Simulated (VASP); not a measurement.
OSZICAR of a VASP run on HfC (rock salt):

File OSZICAR:
```
       N       E                     dE             d eps       ncg     rms          rms(c)
DAV:   1    -0.134323994414E+02   -0.13432E+02   -0.80870E+03  2288   0.126E+03
DAV:   2    -0.612358127765E+02   -0.47803E+02   -0.45346E+02  3046   0.222E+02
DAV:   3    -0.629937666410E+02   -0.17580E+01   -0.17207E+01  2943   0.326E+01
DAV:   4    -0.630101629406E+02   -0.16396E-01   -0.16384E-01  2848   0.340E+00
DAV:   5    -0.630103783447E+02   -0.21540E-03   -0.21539E-03  2990   0.307E-01    0.609E+01
DAV:   6    -0.566331539398E+02    0.63772E+01   -0.13732E+01  2604   0.237E+01    0.391E+01
DAV:   7    -0.576419908356E+02   -0.10088E+01   -0.59569E-01  2504   0.788E+00    0.217E+01
DAV:   8    -0.564599716598E+02    0.11820E+01   -0.51353E-01  2603   0.728E+00    0.492E+00
DAV:   9    -0.569115633451E+02   -0.45159E+00   -0.56904E-01  2549   0.736E+00    0.173E+00
DAV:  10    -0.571361848522E+02   -0.22462E+00   -0.93235E-02  2498   0.318E+00    0.122E+00
DAV:  11    -0.571234696889E+02    0.12715E-01   -0.12094E-02  2737   0.994E-01    0.978E-01
DAV:  12    -0.571211921469E+02    0.22775E-02   -0.17277E-03  2547   0.368E-01    0.230E-01
DAV:  13    -0.571277208644E+02   -0.65287E-02   -0.32703E-03  2498   0.538E-01    0.163E-01
DAV:  14    -0.571288628572E+02   -0.11420E-02   -0.15745E-03  2937   0.374E-01    0.184E-01
DAV:  15    -0.571288539781E+02    0.88790E-05   -0.12121E-05  2824   0.373E-02    0.199E-01
DAV:  16    -0.571288325938E+02    0.21384E-04   -0.19755E-05  2554   0.333E-02    0.170E-01
DAV:  17    -0.571288846643E+02   -0.52071E-04   -0.56956E-05  2566   0.849E-02    0.246E-02
DAV:  18    -0.571288778248E+02    0.68395E-05   -0.10097E-05  2638   0.277E-02    0.174E-02
DAV:  19    -0.571288809060E+02   -0.30813E-05   -0.14510E-06  2420   0.133E-02    0.143E-02
DAV:  20    -0.571288799594E+02    0.94663E-06   -0.72407E-07  2351   0.715E-03    0.443E-03
DAV:  21    -0.571288800820E+02   -0.12261E-06   -0.52118E-08  1207   0.309E-03    0.724E-04
DAV:  22    -0.571288797920E+02    0.29005E-06   -0.40307E-08  1201   0.200E-03    0.482E-04
DAV:  23    -0.571288799549E+02   -0.16297E-06   -0.13298E-08  1189   0.156E-03    0.598E-04
DAV:  24    -0.571288798827E+02    0.72199E-07   -0.19185E-09  1177   0.438E-04
   1 F= -.57128880E+02 E0= -.57128814E+02  d E =-.197182E-03
```

### Question
Which electronic solver shows in the log?

### Answer
It is blocked Davidson (ALGO = Normal, or the opening steps of other solvers). The INCAR had ALGO = Normal.

### Question
Can the final energy be trusted as converged?

### Answer
The run converged. It stopped with EDIFF = 1E-7, NELM = 100 (r2SCAN+rVV10, plane waves, VASP's PBE PAW potentials (set 64)).

The compound is HfC in the rock salt structure. This cell is one point of a volume scan, at 1.03 of the reference volume.
